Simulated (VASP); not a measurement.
A run of VASP 6.6.1:

Contents of INCAR:

```
PREC     = Accurate       # precision mode
ENCUT    = 600            # plane-wave cutoff, eV
EDIFF    = 1E-6           # SCF threshold, eV
ISMEAR   = 1              # smearing method
SIGMA    = 0.1            # smearing width, eV
LREAL    = F              # projectors in reciprocal space
LASPH    = T              # aspherical terms in the spheres
NELM     = 150            # most SCF steps
ALGO     = Normal         # electronic algorithm
ISIF     = 3              # what is computed and relaxed
LWAVE    = F              # write WAVECAR
LCHARG   = F              # write CHGCAR
ISPIN    = 2              # spin polarisation
MAGMOM   = 2              # initial moments
LORBIT   = 11             # projections on sites
LMAXMIX  = 4              # l up to which the mixer works
GGA      = PE             # functional
IBRION   = 2              # ionic algorithm
NSW      = 90             # ionic steps
EDIFFG   = -0.01          # ionic threshold
AMIX     = 0.2          
BMIX     = 1E-4         
AMIX_MAG = 0.8          
BMIX_MAG = 1E-4
```

Contents of KPOINTS:

```
Automatic mesh
0
Gamma
  18 18 18
```

POSCAR

```
Ni
1.0
    0.0000000000      1.7619350000      1.7619350000
    1.7619350000      0.0000000000      1.7619350000
    1.7619350000      1.7619350000      0.0000000000
Ni
1
Direct
    0.0000000000      0.0000000000      0.0000000000
```

Potentials or basis: VASP PAW PBE potentials, release 64 (Ni).

Command:

```console
$ cat potpaw_PBE.64/Ni/POTCAR > POTCAR
$ mpirun -np 1 vasp_std > vasp.out
```

Hardware: 1 thread of Intel(R) Xeon(R) Platinum 8488C (Sapphire Rapids), with other jobs on the host.

How long does it take, and how much memory?

It took 56 s on 1 thread of Intel(R) Xeon(R) Platinum 8488C (Sapphire Rapids), on a shared host, peak memory 0.17 GiB. Counts: scf iterations 29, k points 195, ion steps 3.
